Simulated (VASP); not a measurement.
OSZICAR of a VASP run on CuZn (CsCl type):

**OSZICAR**
```
       N       E                     dE             d eps       ncg     rms          rms(c)
DAV:   1     0.100422283383E+03    0.10042E+03   -0.99205E+03  1744   0.214E+03
DAV:   2    -0.522723853874E+01   -0.10565E+03   -0.10283E+03  1708   0.306E+02
DAV:   3    -0.788986855658E+01   -0.26626E+01   -0.26581E+01  2044   0.665E+01
DAV:   4    -0.790851425521E+01   -0.18646E-01   -0.18645E-01  1918   0.496E+00
DAV:   5    -0.790879895767E+01   -0.28470E-03   -0.28469E-03  2309   0.648E-01    0.963E+00
DAV:   6    -0.773409517497E+01    0.17470E+00   -0.18402E+01  1811   0.113E+02    0.620E+00
DAV:   7    -0.675110146367E+01    0.98299E+00   -0.40867E+00  1799   0.109E+02    0.219E+00
DAV:   8    -0.675092965801E+01    0.17181E-03   -0.20993E-01  2312   0.670E+00    0.123E+00
DAV:   9    -0.673990529478E+01    0.11024E-01   -0.20534E-02  2109   0.360E+00    0.618E-02
DAV:  10    -0.673986767512E+01    0.37620E-04   -0.47478E-04  2002   0.289E-01    0.233E-02
DAV:  11    -0.673987139374E+01   -0.37186E-05   -0.11746E-05  2433   0.588E-02    0.123E-02
DAV:  12    -0.673987185496E+01   -0.46122E-06   -0.79884E-07  1205   0.306E-02
   1 F= -.67398719E+01 E0= -.67399568E+01  d E =-.673987E+01
       N       E                     dE             d eps       ncg     rms          rms(c)
DAV:   1    -0.139271026182E+02   -0.71872E+01   -0.84593E+01  1680   0.206E+02    0.221E+01
DAV:   2    -0.982047129131E+01    0.41066E+01   -0.65606E+01  1694   0.230E+02    0.959E+00
DAV:   3    -0.696692920930E+01    0.28535E+01   -0.10703E+01  1844   0.238E+02    0.341E+00
DAV:   4    -0.686490708210E+01    0.10202E+00   -0.11442E+00  1758   0.156E+01    0.206E+00
DAV:   5    -0.678863738144E+01    0.76270E-01   -0.51507E-02  2602   0.506E+00    0.230E-01
DAV:   6    -0.678866845475E+01   -0.31073E-04   -0.43083E-03  2572   0.102E+00    0.815E-02
DAV:   7    -0.678865236778E+01    0.16087E-04   -0.19868E-04  2781   0.391E-01    0.151E-02
DAV:   8    -0.678865522601E+01   -0.28582E-05   -0.34123E-05  2482   0.175E-01    0.137E-02
DAV:   9    -0.678865385212E+01    0.13739E-05   -0.85766E-06  2019   0.104E-01    0.251E-03
DAV:  10    -0.678865375770E+01    0.94416E-07   -0.49906E-07  1008   0.188E-02
   2 F= -.67886538E+01 E0= -.67885187E+01  d E =-.487819E-01
       N       E                     dE             d eps       ncg     rms          rms(c)
DAV:   1    -0.757925420391E+01   -0.79060E+00   -0.10978E+01  1680   0.862E+01    0.655E+00
DAV:   2    -0.701962446945E+01    0.55963E+00   -0.47246E+00  1694   0.592E+01    0.260E+00
DAV:   3    -0.686421260927E+01    0.15541E+00   -0.11698E+00  1738   0.336E+01    0.194E+00
DAV:   4    -0.682270587179E+01    0.41507E-01   -0.82475E-02  2110   0.970E+00    0.723E-01
DAV:   5    -0.681199665015E+01    0.10709E-01   -0.90070E-03  2682   0.177E+00    0.628E-02
DAV:   6    -0.681193625844E+01    0.60392E-04   -0.67598E-04  2313   0.615E-01    0.173E-02
DAV:   7    -0.681194635396E+01   -0.10096E-04   -0.19024E-05  2529   0.831E-02    0.473E-03
DAV:   8    -0.681194707009E+01   -0.71613E-06   -0.42563E-06  1546   0.440E-02
   3 F= -.68119471E+01 E0= -.68118876E+01  d E =-.720752E-01
       N       E                     dE             d eps       ncg     rms          rms(c)
DAV:   1    -0.681302677597E+01   -0.10804E-02   -0.15062E-02  1680   0.308E+00    0.258E-01
DAV:   2    -0.681227809452E+01    0.74868E-03   -0.81934E-03  1694   0.249E+00    0.113E-01
DAV:   3    -0.681196825506E+01    0.30984E-03   -0.20057E-03  1730   0.150E+00    0.688E-02
DAV:   4    -0.681191703624E+01    0.51219E-04   -0.11507E-04  2291   0.336E-01    0.271E-02
DAV:   5    -0.681190178176E+01    0.15254E-04   -0.10982E-05  2608   0.618E-02    0.165E-03
DAV:   6    -0.681190177609E+01    0.56662E-08   -0.51142E-07   875   0.151E-02
   4 F= -.68119018E+01 E0= -.68118464E+01  d E =-.720299E-01
       N       E                     dE             d eps       ncg     rms          rms(c)
DAV:   1    -0.681190702813E+01   -0.52464E-05   -0.27340E-05  1694   0.132E-01    0.110E-02
DAV:   2    -0.681190572338E+01    0.13047E-05   -0.15501E-05  1701   0.108E-01    0.498E-03
DAV:   3    -0.681190512267E+01    0.60071E-06   -0.37689E-06  1686   0.657E-02
   5 F= -.68119051E+01 E0= -.68118495E+01  d E =-.334658E-05
       N       E                     dE             d eps       ncg     rms          rms(c)
DAV:   1    -0.681193316888E+01   -0.27445E-04   -0.24318E-04  1680   0.389E-01    0.339E-02
DAV:   2    -0.681192045029E+01    0.12719E-04   -0.13628E-04  1694   0.322E-01    0.147E-02
DAV:   3    -0.681191515373E+01    0.52966E-05   -0.34010E-05  1730   0.197E-01    0.932E-03
DAV:   4    -0.681191417720E+01    0.97653E-06   -0.17350E-06   959   0.444E-02
   6 F= -.68119142E+01 E0= -.68118580E+01  d E =-.124011E-04
       N       E                     dE             d eps       ncg     rms          rms(c)
DAV:   1    -0.681191407633E+01    0.10774E-05   -0.54765E-07   889   0.104E-02    0.829E-04
DAV:   2    -0.681191407581E+01    0.52796E-09   -0.13581E-07   840   0.775E-03
   7 F= -.68119141E+01 E0= -.68118579E+01  d E =0.101396E-06
       N       E                     dE             d eps       ncg     rms          rms(c)
DAV:   1    -0.681191456496E+01   -0.48863E-06   -0.89220E-07   840   0.245E-02    0.188E-03
DAV:   2    -0.681191452694E+01    0.38027E-07   -0.39149E-07   840   0.186E-02
   8 F= -.68119145E+01 E0= -.68118583E+01  d E =-.349734E-06
       N       E                     dE             d eps       ncg     rms          rms(c)
DAV:   1    -0.681191559701E+01   -0.10320E-05   -0.33827E-06  1672   0.471E-02    0.378E-03
DAV:   2    -0.681191544250E+01    0.15451E-06   -0.15771E-06   872   0.359E-02
   9 F= -.68119154E+01 E0= -.68118592E+01  d E =-.126530E-05
```

**Question.** Which electronic solver shows in the log?

**Answer.** It is blocked Davidson (ALGO = Normal, or the opening steps of other solvers). The INCAR had ALGO = Normal.

**Question.** Can the final energy be trusted as converged?

**Answer.** The run converged. It stopped with EDIFF = 1E-6, NELM = 100, NSW = 60 and EDIFFG = -0.01 after 9 ionic steps (LDA (Ceperley-Alder, Perdew-Zunger), plane waves, VASP's LDA PAW potentials (set 64)). Energy and stress use the plane-wave basis of the starting cell.

The compound is CuZn in the CsCl type structure. This run relaxes it. Symmetry was kept, so distortions that lower it aren't found. The electron count is odd and the run is not spin-polarised, which forces a metal.
